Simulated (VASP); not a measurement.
These are PBEsol GGA, VASP's PBE PAW potentials (set 64) (plane waves; VASP) values and carry that method's errors.

Input for VASP

### INCAR
```
# general
SYSTEM  = Sc3TiN4
PREC    = Accurate
ENCUT   = 520   # plane-wave cut-off (eV)
LREAL   = .FALSE.
LASPH   = .TRUE.   # aspherical one-centre terms

# electronic loop
EDIFF   = 1E-7
NELM    = 100
ALGO    = Normal
LMAXMIX = 4   # l cut-off of mixed one-centre charges

# smearing
ISMEAR  = -5

# functional
GGA     = PS   # PBEsol

# ions
ISIF    = 2   # forces and stress, cell fixed

# output
LWAVE   = .FALSE.
LCHARG  = .TRUE.
LORBIT  = 11   # lm-projected
NEDOS   = 601   # DOS grid

# other
LEFG    = .TRUE.
```

**POSCAR**
```
Sc3TiN4
1
    0.0000000000     2.1945256271     2.1945256271
    2.1945256271     0.0000000000     2.1945256271
    8.8091224689     8.8091224689    -0.0310199606
Ti N Sc
1 4 3
Direct
  0.0000000000   0.0000000000   0.0000000000
  0.5129819885   0.5129819885   0.1152635085
  0.5040662851   0.5040662851   0.3719502861
  0.4959337149   0.4959337149   0.6280497139
  0.4870180115   0.4870180115   0.8847364915
  0.0050528681   0.0050528681   0.2462103489
  0.0000000000   0.0000000000   0.5000000000
  0.9949471319   0.9949471319   0.7537896511
```

**KPOINTS**
```
Regular mesh
0
G
13 13 4
0 0 0
```

POTCAR, in this order: Ti_sv N Sc_sv (PBE.64 set). Program: vasp_std.

Output

### OUTCAR
```
 ion  position               nearest neighbor table
   1  0.000  0.000  0.000-   2 2.14   2 2.14   5 2.14   5 2.14   2 2.14   5 2.14   6 3.08   8 3.08
                             8 3.08   6 3.08   8 3.08   6 3.08
   2  0.513  0.513  0.115-   1 2.14   1 2.14   1 2.14   6 2.23   6 2.23   6 2.23
   3  0.504  0.504  0.372-   6 2.20   6 2.20   6 2.20   7 2.22   7 2.22   7 2.22
   4  0.496  0.496  0.628-   8 2.20   8 2.20   8 2.20   7 2.22   7 2.22   7 2.22
   5  0.487  0.487  0.885-   1 2.14   1 2.14   1 2.14   8 2.23   8 2.23   8 2.23
   6  0.005  0.005  0.246-   3 2.20   3 2.20   3 2.20   2 2.23   2 2.23   2 2.23   1 3.08   1 3.08
                             1 3.08   7 3.15   7 3.15   7 3.15
   7  0.000  0.000  0.500-   3 2.22   4 2.22   3 2.22   4 2.22   4 2.22   3 2.22   8 3.15   6 3.15
                             8 3.15   6 3.15   8 3.15   6 3.15
   8  0.995  0.995  0.754-   4 2.20   4 2.20   4 2.20   5 2.23   5 2.23   5 2.23   1 3.08   1 3.08
                             1 3.08   7 3.15   7 3.15   7 3.15
  LATTYP: Found a trigonal (rhomboedric) cell.
 ALAT       =    10.3461496366
 COS(alpha) =     0.9550091910
 Subroutine PRICEL returns:
 Original cell was already a primitive cell.
 Subroutine GETGRP returns: Found 12 space group operations
The static configuration has the point symmetry D_3d.
The dynamic configuration has the point symmetry D_3d.
 Subroutine INISYM returns: Found 12 space group operations
 Subroutine IBZKPT returns following result:
 Found    189 irreducible k-points:

 Following reciprocal coordinates:
            Coordinates               Weight
  0.000000  0.000000  0.000000      1.000000
  0.076923  0.000000 -0.000000      4.000000
  0.153846  0.000000  0.000000      4.000000
  0.230769  0.000000 -0.000000      4.000000
  0.307692  0.000000  0.000000      4.000000
  0.384615  0.000000 -0.000000      4.000000
  0.461538  0.000000 -0.000000      4.000000
  0.076923  0.076923  0.000000      2.000000
  0.153846  0.076923 -0.000000      4.000000
  0.230769  0.076923 -0.000000      4.000000
  0.307692  0.076923 -0.000000      4.000000
  0.384615  0.076923  0.000000      4.000000
  0.461538  0.076923 -0.000000      4.000000
...
```

File OSZICAR:
```
       N       E                     dE             d eps       ncg     rms          rms(c)
DAV:   1     0.112463972748E+04    0.11246E+04   -0.29846E+04 14790   0.194E+03
DAV:   2     0.951713996821E+02   -0.10295E+04   -0.10125E+04 16886   0.729E+02
DAV:   3    -0.815694458619E+02   -0.17674E+03   -0.16931E+03 23925   0.290E+02
DAV:   4    -0.971740859962E+02   -0.15605E+02   -0.15420E+02 25276   0.863E+01
DAV:   5    -0.978263641643E+02   -0.65228E+00   -0.65071E+00 25444   0.204E+01    0.336E+01
DAV:   6    -0.800117909447E+02    0.17815E+02   -0.13913E+02 24068   0.757E+01    0.161E+01
DAV:   7    -0.798299109436E+02    0.18188E+00   -0.35213E+01 23636   0.389E+01    0.112E+01
DAV:   8    -0.788932477009E+02    0.93666E+00   -0.65704E+00 22708   0.161E+01    0.567E+00
DAV:   9    -0.788999957958E+02   -0.67481E-02   -0.16470E+00 25684   0.939E+00    0.304E+00
DAV:  10    -0.787992543124E+02    0.10074E+00   -0.76551E-01 20128   0.597E+00    0.888E-01
DAV:  11    -0.788075695579E+02   -0.83152E-02   -0.87013E-02 23900   0.224E+00    0.574E-01
DAV:  12    -0.788014489678E+02    0.61206E-02   -0.23597E-02 22677   0.103E+00    0.176E-01
DAV:  13    -0.788014566135E+02   -0.76456E-05   -0.16954E-03 27380   0.253E-01    0.885E-02
DAV:  14    -0.788014745927E+02   -0.17979E-04   -0.18948E-04 22892   0.953E-02    0.383E-02
DAV:  15    -0.788014658586E+02    0.87341E-05   -0.58219E-05 26012   0.409E-02    0.123E-02
DAV:  16    -0.788014698126E+02   -0.39540E-05   -0.25603E-05 23524   0.291E-02    0.950E-03
DAV:  17    -0.788014668581E+02    0.29545E-05   -0.75981E-06 23580   0.172E-02    0.387E-03
DAV:  18    -0.788014678032E+02   -0.94506E-06   -0.90411E-07 20516   0.653E-03    0.956E-04
DAV:  19    -0.788014678533E+02   -0.50091E-07   -0.57797E-08 11348   0.253E-03
   1 F= -.78801468E+02 E0= -.78801468E+02  d E =0.000000E+00
```

**OUTCAR**
```
------------------------ aborting loop because EDIFF is reached ----------------------------------------
  FORCE on cell =-STRESS in cart. coord.  units (eV):
  Direction    XX          YY          ZZ          XY          YZ          ZX
  --------------------------------------------------------------------------------------
  Total       -0.0157008     -0.0157008     -0.0157008     -0.0446214      0.0446214      0.0446214
  in kB       -0.2959537     -0.2959537     -0.2959537     -0.8410965      0.8410965      0.8410965
  external PRESSURE =      -0.2959537 kB  Pullay stress =       0.0000000 kB
  volume of cell :       85.00
      direct lattice vectors                 reciprocal lattice vectors
     0.000000000  2.194525627  2.194525627    -0.227439226  0.228240118  0.227439226
     2.194525627  0.000000000  2.194525627     0.228240118 -0.227439226  0.227439226
     8.809122469  8.809122469 -0.031019961     0.056659584  0.056659584 -0.056659584
 POSITION                                       TOTAL-FORCE (eV/Angst)
 -----------------------------------------------------------------------------------
      0.00000      0.00000      0.00000        -0.000000     -0.000000     -0.000000
      2.14112      2.14112      2.24793        -0.000065     -0.000065      0.000065
      4.38274      4.38274      2.20083         0.003908      0.003908     -0.003908
      6.62091      6.62091      2.15720        -0.003908     -0.003908      0.003908
      8.86253      8.86253      2.11010         0.000065      0.000065     -0.000065
      2.17999      2.17999      0.01454        -0.023224     -0.023224      0.023224
      4.40456      4.40456     -0.01551        -0.000000     -0.000000      0.000000
      8.82366      8.82366      4.34349         0.023224      0.023224     -0.023224
 -----------------------------------------------------------------------------------
    total drift:                               -0.000000     -0.000000      0.000000
  FREE ENERGIE OF THE ION-ELECTRON SYSTEM (eV)
  ---------------------------------------------------
  free  energy   TOTEN  =       -78.8014678533 eV

  energy  without entropy=      -78.8014678533  energy(sigma->0) =      -78.80146785

 total charge

# of ion       s       p       d       tot
------------------------------------------
    1        2.189   6.229   1.871  10.289
    2        1.241   2.460   0.000   3.701
    3        1.242   2.474   0.000   3.716
    4        1.242   2.474   0.000   3.716
    5        1.241   2.460   0.000   3.701
    6        2.217   6.280   1.239   9.736
    7        2.221   6.289   1.216   9.726
    8        2.217   6.280   1.239   9.736
--------------------------------------------------
tot         13.811  34.947   5.564  54.323

 Electric field gradients after diagonalization (V/A^2)
 (convention: |V_zz| > |V_xx| > |V_yy|)
----------------------------------------------------------------------
 ion       V_xx      V_yy      V_zz     asymmetry (V_yy - V_xx)/ V_zz
----------------------------------------------------------------------
   1       2.894     2.893    -5.787       0.000
   2       2.194     2.192    -4.387       0.000
   3      -1.240    -1.239     2.479       0.000
   4      -1.240    -1.239     2.479       0.000
   5       2.194     2.192    -4.387       0.000
   6       0.182     0.180    -0.362       0.005
   7       1.498     1.497    -2.995       0.000
   8       0.182     0.180    -0.362       0.005
```
(Selected blocks of OUTCAR.)

### OUTCAR
```
 val. band max:        7.5723534882   @ k =  -0.4615   0.1538   0.5000

 cond. band min:       7.4834678015   @ k =   0.4615   0.4615   0.5000


 Fermi energy:         7.6063256575

 k-point     1 :       0.0000    0.0000    0.0000
  band No.  band energies     occupation
      1     -49.9734      2.00000
      2     -41.0137      2.00000
      3     -41.0058      2.00000
      4     -40.8055      2.00000
      5     -26.3467      2.00000
      6     -26.1825      2.00000
      7     -26.1825      2.00000
      8     -20.1269      2.00000
      9     -19.9430      2.00000
     10     -19.5114      2.00000
     11     -19.5091      2.00000
     12     -19.5091      2.00000
     13     -19.5072      2.00000
     14     -19.5072      2.00000
     15     -19.3140      2.00000
     16     -19.3140      2.00000
     17      -8.0868      2.00000
     18      -6.8476      2.00000
     19      -6.6761      2.00000
     20      -5.4718      2.00000
     21       1.0507      2.00000
     22       3.1823      2.00000
     23       3.1823      2.00000
     24       3.3387      2.00000
     25       3.5512      2.00000
     26       4.7564      2.00000
     27       4.7564      2.00000
     28       4.8441      2.00000
     29       4.8441      2.00000
     30       6.5302      2.00000
     31       6.5958      2.00000
     32       6.5958      2.00000
     33       7.9229      0.00000
     34       7.9229      0.00000
     35       8.3564      0.00000
     36       9.6380      0.00000
     37       9.6380      0.00000
     38       9.6721      0.00000
     39       9.9878      0.00000

 k-point     2 :       0.0769    0.0000   -0.0000
  band No.  band energies     occupation
      1     -49.9709      2.00000
      2     -41.0083      2.00000
      3     -41.0007      2.00000
      4     -40.8009      2.00000
      5     -26.3423      2.00000
      6     -26.2032      2.00000
      7     -26.1869      2.00000
      8     -20.1129      2.00000
      9     -19.9340      2.00000
...
```

For a metal the tetrahedron method with Blöchl corrections gives inexact stress and forces.

The structure was generated: Sc3TiN4 was put into an ordered model structure (R-3m), which need not be its known phase. It was relaxed first. The electron count is odd and the run is not spin-polarised, which forces a metal.
